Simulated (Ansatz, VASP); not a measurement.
# CSO in two plane-wave programs, part 2 of 3

Aim: how closely do two programs agree when they are given the same cell, functional and k mesh? The cell is taken from a series of runs on this material, whose earlier steps may have relaxed, scaled, displaced or heated it; both programs get it as it stands.

VASP 6.6.1 and Ansatz 0.2.0.

So far: Starting point; Ansatz: zone-centre phonons, PBEsol.

## Step 3: VASP: zone-centre phonons, PBEsol

Level of this step: PBEsol; plane waves and PAW (C, S, O) (VASP).

The same cell, functional and mesh now go to VASP, with its own data sets.

Lines of VASP's logs that name or quote its potential files are left out, and so is its time.

Contents of INCAR:

```
SYSTEM = CSO
PREC = Accurate
ENCUT = 600
EDIFF = 1E-08
NELM = 120
ISMEAR = 0
SIGMA = 0.01
LREAL = .FALSE.
ALGO = Normal
GGA = PS
NBANDS = 14
LORBIT = 11
LWAVE = .FALSE.
LCHARG = .FALSE.
ISIF = 2
IBRION = 8
LEPSILON = .TRUE.
LASPH = .TRUE.
GGA_COMPAT = .FALSE.
EFERMI = MIDGAP
KPAR = 2
```

Contents of POSCAR:

```
CSO
1.0
    2.7403321545     -3.2782401587     -0.0359321691
    2.7403321545      3.2782401587     -0.0359321691
   -1.0358260523      0.0000000000      4.0800466303
C S O
1 1 1
Direct
    0.5806909415      0.5806909415      0.2497854954
    0.3194175825      0.3194175825      0.9892737687
    0.7757024761      0.7757024761      0.4442197357
```

Contents of KPOINTS:

```
Automatic mesh
0
Gamma
6 6 6
0 0 0
```

Potentials, in the order of the species: C, S and O (PBE family, release 64).

Started as:

```console
$ mpirun -np 2 vasp_std
```

Log:

```text
[banner, memory and clock lines left out]
running    2 mpi-ranks, on    1 nodes
 distrk:  each k-point on    1 cores,    2 groups
 distr:  one band on    1 cores,    1 groups

 POSCAR found type information on POSCAR C S O
 POSCAR found :  3 types and       3 ions
|                                                                             |
|               ----> ADVICE to this user running VASP <----                  |
|                                                                             |
|     You enforced a specific xc type in the INCAR file but a different       |
|     [... a line on the potential file left out ...]
|     I HOPE YOU KNOW WHAT YOU ARE DOING!                                     |
|                                                                             |

 LDA part: xc-table for (Slater+PW92), standard interpolation
 POSCAR, INCAR and KPOINTS ok, starting setup
 FFT: planning ... GRIDC
 FFT: planning ... GRID_SOFT
 FFT: planning ... GRID
 WAVECAR not read
 entering main loop
       N       E                     dE             d eps       ncg     rms          rms(c)
DAV:   1     0.899821292934E+02    0.89982E+02   -0.77028E+03  1904   0.107E+03
DAV:   2    -0.141241875853E+02   -0.10411E+03   -0.97482E+02  2734   0.213E+02
DAV:   3    -0.216881733039E+02   -0.75640E+01   -0.75169E+01  2342   0.632E+01
DAV:   4    -0.217719319568E+02   -0.83759E-01   -0.83732E-01  2306   0.795E+00
DAV:   5    -0.217733852672E+02   -0.14533E-02   -0.14533E-02  2378   0.100E+00    0.161E+01
DAV:   6    -0.207619570790E+02    0.10114E+01   -0.23809E+00  1994   0.165E+01    0.818E+00
DAV:   7    -0.206179773185E+02    0.14398E+00   -0.31945E-01  2276   0.688E+00    0.529E+00
DAV:   8    -0.205983994000E+02    0.19578E-01   -0.19193E-01  2306   0.290E+00    0.850E-01
DAV:   9    -0.205936308800E+02    0.47685E-02   -0.11411E-02  2384   0.110E+00    0.448E-01
DAV:  10    -0.205936785275E+02   -0.47648E-04   -0.46837E-03  2336   0.462E-01    0.149E-01
DAV:  11    -0.205936341378E+02    0.44390E-04   -0.19828E-04  2168   0.129E-01    0.302E-02
DAV:  12    -0.205936803982E+02   -0.46260E-04   -0.33934E-05  2288   0.484E-02    0.101E-02
DAV:  13    -0.205936888657E+02   -0.84675E-05   -0.71403E-06  2336   0.193E-02    0.435E-03
DAV:  14    -0.205936892130E+02   -0.34735E-06   -0.28779E-07  2354   0.496E-03    0.276E-03
DAV:  15    -0.205936892697E+02   -0.56686E-07   -0.14130E-07  2372   0.327E-03    0.122E-03
DAV:  16    -0.205936892711E+02   -0.13539E-08   -0.10667E-08  1762   0.909E-04
   1 F= -.20593689E+02 E0= -.20593689E+02  d E =0.000000E+00
 Linear response reoptimize wavefunctions to high precision
DAV:   1    -0.205936892617E+02    0.93671E-08   -0.59176E-09  2258   0.605E-04
DAV:   2    -0.205936892617E+02   -0.12619E-10   -0.20571E-10  1750   0.116E-04
 Linear response G [H, r] |phi>, progress :
  Direction:   1
       N       E                     dE             d eps       ncg     rms
RMM:   1    -0.613313903775E+02   -0.61331E+02    0.16973E+01  5038   0.749E+01
RMM:   2    -0.573909977324E+02    0.39404E+01   -0.66499E+00  3352   0.184E+01
RMM:   3    -0.574521762234E+02   -0.61178E-01   -0.10297E-01  3361   0.243E+00
RMM:   4    -0.574534371534E+02   -0.12609E-02   -0.29476E-03  3524   0.383E-01
RMM:   5    -0.574534696168E+02   -0.32463E-04   -0.10458E-04  3552   0.656E-02
RMM:   6    -0.574534700670E+02   -0.45020E-06   -0.49938E-06  3615   0.122E-02
RMM:   7    -0.574534700196E+02    0.47416E-07   -0.40032E-07  3683   0.233E-03
RMM:   8    -0.574534700045E+02    0.15139E-07    0.96316E-06  3511   0.491E-04
RMM:   9    -0.574534700063E+02   -0.18494E-08    0.14367E-06  2858   0.142E-04
RMM:  10    -0.574534700055E+02    0.78499E-09    0.65684E-06  2290   0.894E-05
RMM:  11    -0.574534700078E+02   -0.22161E-08    0.34276E-06  2236   0.856E-05
RMM:  12    -0.574534700076E+02    0.13743E-09    0.71152E-06  2060   0.860E-05
RMM:  13    -0.574534700081E+02   -0.47855E-09    0.36791E-06  1865   0.861E-05
 Linear response G [H, r] |phi>, progress :
  Direction:   2
       N       E                     dE             d eps       ncg     rms
RMM:   1    -0.552351269943E+02   -0.55235E+02    0.97424E+01  4006   0.730E+01
RMM:   2    -0.574680895153E+02   -0.22330E+01   -0.47555E+00  3210   0.157E+01
RMM:   3    -0.575471968904E+02   -0.79107E-01   -0.14816E-01  3349   0.276E+00
RMM:   4    -0.575485602466E+02   -0.13634E-02   -0.30341E-03  3398   0.372E-01
RMM:   5    -0.575485614510E+02   -0.12044E-05   -0.14071E-04  3422   0.645E-02
RMM:   6    -0.575485583147E+02    0.31363E-05   -0.10084E-05  3489   0.115E-02
RMM:   7    -0.575485576295E+02    0.68527E-06    0.17523E-07  3511   0.222E-03
RMM:   8    -0.575485576286E+02    0.88386E-09    0.35349E-07  3335   0.430E-04
RMM:   9    -0.575485576354E+02   -0.67974E-08   -0.34498E-08  2611   0.107E-04
 Linear response G [H, r] |phi>, progress :
[...]
RMM:   1    -0.116596063260E+00   -0.11660E+00   -0.17167E-02  4696   0.198E+00
RMM:   2    -0.113373413063E+00    0.32227E-02   -0.45570E-03  3025   0.467E-01    0.527E-01
RMM:   3    -0.112485243383E+00    0.88817E-03   -0.21309E-03  3156   0.258E-01    0.207E-01
RMM:   4    -0.112485018395E+00    0.22499E-06   -0.21723E-04  3227   0.924E-02    0.132E-01
RMM:   5    -0.112549233158E+00   -0.64215E-04   -0.79630E-05  3277   0.566E-02    0.387E-02
[...]
RMM:   2    -0.112012382602E+00    0.30697E-02   -0.42698E-03  3026   0.445E-01    0.476E-01
RMM:   3    -0.111273572579E+00    0.73881E-03   -0.17380E-03  3175   0.234E-01    0.190E-01
RMM:   4    -0.111270359647E+00    0.32129E-05   -0.18072E-04  3226   0.846E-02    0.120E-01
RMM:   5    -0.111324495824E+00   -0.54136E-04   -0.67616E-05  3275   0.525E-02    0.351E-02
RMM:   6    -0.111338030239E+00   -0.13534E-04   -0.72510E-06  3315   0.196E-02    0.971E-03
RMM:   7    -0.111311304242E+00    0.26726E-04   -0.19052E-06  3215   0.770E-03    0.236E-03
RMM:   8    -0.111314081447E+00   -0.27772E-05   -0.91157E-08  3292   0.222E-03    0.685E-04
RMM:   9    -0.111316372652E+00   -0.22912E-05   -0.17068E-08  3339   0.879E-04    0.204E-04
RMM:  10    -0.111315752288E+00    0.62036E-06   -0.45914E-09  3147   0.444E-04    0.350E-05
RMM:  11    -0.111315813440E+00   -0.61152E-07    0.24112E-09  3543   0.762E-05    0.216E-05
RMM:  12    -0.111315929460E+00   -0.11602E-06    0.10580E-08  3332   0.404E-05    0.590E-06
RMM:  13    -0.111315901904E+00    0.27555E-07    0.25921E-08  3577   0.115E-05    0.315E-06
RMM:  14    -0.111315908752E+00   -0.68478E-08    0.11750E-09  3229   0.703E-06    0.131E-06
 first order change of Fermi-energy  -0.90207E-01
 force on displaced ion       2 direction 3 : -21.625   0.000 -21.434
 Born effective charge ion    2 direction 3 :  -0.517   0.000  -0.417
 Linear response progress:
  Degree of freedom:   7/  9
       N       E                     dE             d eps       ncg     rms          rms(c)
RMM:   1    -0.368759067139E+00   -0.36876E+00    0.50433E-01  3920   0.450E+00
RMM:   2    -0.363146049647E+00    0.56130E-02   -0.10035E-02  3098   0.748E-01    0.334E-01
RMM:   3    -0.363291785569E+00   -0.14574E-03   -0.24320E-03  3152   0.343E-01    0.175E-01
RMM:   4    -0.364437349524E+00   -0.11456E-02   -0.66443E-04  3160   0.175E-01    0.742E-02
RMM:   5    -0.364761617306E+00   -0.32427E-03   -0.92683E-05  3236   0.723E-02    0.293E-02
RMM:   6    -0.364795641028E+00   -0.34024E-04   -0.79849E-06  3075   0.164E-02    0.544E-03
RMM:   7    -0.364804954247E+00   -0.93132E-05   -0.92302E-07  3293   0.402E-03    0.278E-03
RMM:   8    -0.364802302390E+00    0.26519E-05   -0.75246E-08  3134   0.195E-03    0.389E-04
RMM:   9    -0.364803475214E+00   -0.11728E-05   -0.36234E-08  3340   0.560E-04    0.143E-04
RMM:  10    -0.364804782902E+00   -0.13077E-05   -0.12017E-08  3166   0.302E-04    0.537E-05
RMM:  11    -0.364805045868E+00   -0.26297E-06    0.20513E-09  3444   0.989E-05    0.282E-05
RMM:  12    -0.364805004105E+00    0.41763E-07    0.14581E-09  3499   0.337E-05    0.560E-06
RMM:  13    -0.364805020883E+00   -0.16778E-07    0.65363E-09  3545   0.899E-06    0.350E-06
RMM:  14    -0.364805007468E+00    0.13415E-07    0.10101E-08  3220   0.468E-06    0.712E-07
RMM:  15    -0.364805005907E+00    0.15609E-08   -0.37561E-10  2567   0.207E-06    0.125E-07
 first order change of Fermi-energy  -0.27875E+01
 force on displaced ion       3 direction 1 : -56.151   0.000 -48.474
 Born effective charge ion    3 direction 1 :  -1.358   0.000  -1.058
 Linear response progress:
  Degree of freedom:   8/  9
       N       E                     dE             d eps       ncg     rms          rms(c)
RMM:   1    -0.367896735879E+00   -0.36790E+00    0.26646E-01  6282   0.419E+00
RMM:   2    -0.362611045198E+00    0.52857E-02   -0.42699E-03  4877   0.536E-01    0.183E-01
RMM:   3    -0.363596541026E+00   -0.98550E-03   -0.44017E-04  4667   0.142E-01    0.944E-02
RMM:   4    -0.364823787942E+00   -0.12272E-02   -0.30080E-04  4583   0.118E-01    0.165E-02
RMM:   5    -0.364775650631E+00    0.48137E-04   -0.98936E-06  5204   0.233E-02    0.228E-03
RMM:   6    -0.364778960689E+00   -0.33101E-05   -0.20227E-07  5633   0.365E-03    0.116E-03
RMM:   7    -0.364773538864E+00    0.54218E-05   -0.33010E-08  5167   0.132E-03    0.192E-04
RMM:   8    -0.364777875416E+00   -0.43366E-05   -0.38749E-09  5095   0.409E-04    0.915E-05
RMM:   9    -0.364776612592E+00    0.12628E-05   -0.11274E-09  4962   0.210E-04    0.302E-05
RMM:  10    -0.364776666190E+00   -0.53599E-07   -0.42007E-10  5833   0.522E-05    0.112E-05
RMM:  11    -0.364776878841E+00   -0.21265E-06   -0.53842E-10  5195   0.337E-05    0.436E-06
RMM:  12    -0.364776857544E+00    0.21297E-07   -0.28645E-10  5808   0.695E-06    0.250E-06
RMM:  13    -0.364776809950E+00    0.47594E-07   -0.28707E-10  4926   0.567E-06    0.361E-07
RMM:  14    -0.364776810880E+00   -0.93088E-09   -0.83351E-10  4139   0.179E-06    0.221E-07
 first order change of Fermi-energy  -0.11883E-03
 force on displaced ion       3 direction 2 :  -0.001  -2.194  -0.001
 Born effective charge ion    3 direction 2 :   0.000  -0.184   0.000
 Linear response progress:
  Degree of freedom:   9/  9
       N       E                     dE             d eps       ncg     rms          rms(c)
RMM:   1    -0.368477930715E+00   -0.36848E+00    0.45698E-01  3941   0.445E+00
RMM:   2    -0.362785963494E+00    0.56920E-02   -0.93500E-03  3074   0.722E-01    0.310E-01
RMM:   3    -0.363098359994E+00   -0.31240E-03   -0.21153E-03  3172   0.315E-01    0.162E-01
RMM:   4    -0.364224090921E+00   -0.11257E-02   -0.59914E-04  3160   0.164E-01    0.671E-02
RMM:   5    -0.364516220832E+00   -0.29213E-03   -0.85894E-05  3272   0.651E-02    0.267E-02
RMM:   6    -0.364536641301E+00   -0.20420E-04   -0.42125E-06  3074   0.151E-02    0.483E-03
RMM:   7    -0.364543232468E+00   -0.65912E-05    0.12461E-08  3316   0.357E-03    0.250E-03
RMM:   8    -0.364540294997E+00    0.29375E-05   -0.38579E-08  3154   0.171E-03    0.421E-04
RMM:   9    -0.364541158912E+00   -0.86392E-06    0.14684E-08  3311   0.568E-04    0.133E-04
RMM:  10    -0.364542307133E+00   -0.11482E-05    0.25334E-09  3227   0.278E-04    0.489E-05
RMM:  11    -0.364542566602E+00   -0.25947E-06    0.19323E-10  3440   0.946E-05    0.242E-05
RMM:  12    -0.364542518616E+00    0.47986E-07    0.34915E-10  3502   0.322E-05    0.490E-06
RMM:  13    -0.364542531672E+00   -0.13055E-07   -0.85966E-10  3515   0.890E-06    0.354E-06
RMM:  14    -0.364542519172E+00    0.12500E-07   -0.68495E-09  3147   0.449E-06    0.701E-07
RMM:  15    -0.364542517510E+00    0.16619E-08   -0.53291E-09  2662   0.237E-06    0.191E-07
 first order change of Fermi-energy  -0.21991E+01
 force on displaced ion       3 direction 3 : -48.468   0.000 -45.749
 Born effective charge ion    3 direction 3 :  -1.053   0.000  -1.137
 Born effective charges drift removed
 Linear response finished
```

(Part 2 of 3 ends here.)

[Lines on the potential files, build, host, timing and source positions are cut from VASP's logs without a mark.]

[Logs are printed without paths, hosts, clocks, repeated set-up lines and the standing remarks that a program may print on its own settings, such as how far it seeks lower states.]

[Hosts, paths, dates, database ids (printed as entryN), source tags and the programs' standing remarks are cut or masked in the printed files.]
